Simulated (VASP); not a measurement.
A run of VASP 6.6.1:

Contents of INCAR:

```
SYSTEM = BaTaI6
ALGO     = Fast           ! electronic algorithm
EDIFF    = 1E-7           ! SCF threshold, eV
ENCUT    = 520            ! plane-wave cutoff, eV
GGA      = PE             ! functional
ISIF     = 2              ! what is computed and relaxed
ISMEAR   = 0              ! smearing method
LASPH    = .TRUE.         ! aspherical terms in the spheres
LCHARG   = .FALSE.        ! write CHGCAR
LREAL    = .FALSE.        ! projectors in reciprocal space
LWAVE    = .FALSE.        ! write WAVECAR
NBANDS   = 42             ! bands
NELM     = 100            ! most SCF steps
PREC     = Accurate       ! precision mode
SIGMA    = 0.1            ! smearing width, eV
```

Contents of KPOINTS:

```
k-points
0
G
  6 6 6
  0 0 0
```

File POSCAR:

```
BaTaI6
1.0
    0.0000000000      5.1721984135      5.1721984135
    5.1721984135      0.0000000000      5.1721984135
    5.1721984135      5.1721984135      0.0000000000
Ba Ta I
1 1 6
Direct
    0.5000000000      0.5000000000      0.5000000000
    0.0000000000      0.0000000000      0.0000000000
    0.5000000000      0.0000000000      0.0000000000
    0.0000000000      0.5000000000      0.5000000000
    0.0000000000      0.5000000000      0.0000000000
    0.5000000000      0.0000000000      0.5000000000
    0.0000000000      0.0000000000      0.5000000000
    0.5000000000      0.5000000000      0.0000000000
```

Potentials or basis: VASP PAW PBE potentials, release 64 (Ba_sv, Ta_pv, I).

Launch:

```sh
$ cat potpaw_PBE.64/Ba_sv/POTCAR potpaw_PBE.64/Ta_pv/POTCAR potpaw_PBE.64/I/POTCAR > POTCAR
$ mpirun -np 1 vasp_std > vasp.out
```

Hardware: 1 thread of Intel(R) Xeon(R) Platinum 8488C (Sapphire Rapids), on a shared host.

How long does it take, and how much memory?

Wall time 4.9 min on 1 thread of Intel(R) Xeon(R) Platinum 8488C (Sapphire Rapids), with other jobs on the host, peak memory 0.51 GiB. Counts: scf iterations 24, k points 16.
